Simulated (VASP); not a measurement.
These are PBEsol GGA, VASP's PBE PAW potentials (set 64) (plane waves; VASP) values and carry that method's errors.

Input for VASP

**KPOINTS**
```
Automatic mesh
0
Gamma
  7 7 4
```

INCAR:
```
ALGO = Normal
EDIFF = 1E-6
ENCUT = 300
GGA = PS
ISIF = 2
ISMEAR = 0
LASPH = .TRUE.
LCHARG = .FALSE.
LMAXMIX = 4
LREAL = .FALSE.
LWAVE = .FALSE.
NELM = 100
PREC = Accurate
SIGMA = 0.136
SYSTEM = YSi2
```

POSCAR:
```
YSi2
14.5639740
  0.1918847150  -0.1918023886   0.0000000000
  0.1918847150   0.1918023886   0.0000000000
 -0.1847988743   0.0000000000   0.5000000000
Y Si
2 4
Cartesian
  0.0524702582  -0.0515800737   0.3718870000
  0.1425730790   0.0457396910   0.1275910000
  0.0587927853   0.1422471726   0.2871890000
  0.1464331517  -0.1376840020   0.2113715000
  0.0581914505   0.1442762501   0.4591900000
  0.1384509424  -0.1429986544   0.0427715000
```

POTCAR, in this order: Y_sv Si (PBE.64 set). Program: vasp_std.

**Question.** Predict the energy per atom (σ→0), largest force, band gap (on the k-mesh).

**Answer.** 
```
Property                                                    Result
------------------------  ----------------------------------------
energy per atom (σ→0)                               -6.697 eV/atom
band gap (on the k-mesh)  none (metal, semimetal or under 0.01 eV)
largest force                                           1.135 eV/Å
```

### OSZICAR
```
...
DAV:   8    -0.402139913985E+02    0.11082E+00   -0.19365E+00  5422   0.576E+00    0.199E+00
DAV:   9    -0.401968439727E+02    0.17147E-01   -0.11767E-01  5974   0.166E+00    0.573E-01
DAV:  10    -0.401970627612E+02   -0.21879E-03   -0.17146E-02  5903   0.555E-01    0.741E-01
DAV:  11    -0.401963375885E+02    0.72517E-03   -0.54833E-03  5640   0.371E-01    0.852E-02
DAV:  12    -0.401963646541E+02   -0.27066E-04   -0.25089E-04  6881   0.836E-02    0.761E-02
DAV:  13    -0.401963604405E+02    0.42136E-05   -0.14866E-05  6605   0.212E-02    0.734E-03
DAV:  14    -0.401963601563E+02    0.28424E-06   -0.50835E-06  5092   0.995E-03
   1 F= -.40196360E+02 E0= -.40184975E+02  d E =-.227704E-01
```

The structure comes from a computed database's YSi2 entry; how it stands against other phases isn't given here. The cell was not relaxed at this level, atoms are displaced from their ideal sites.
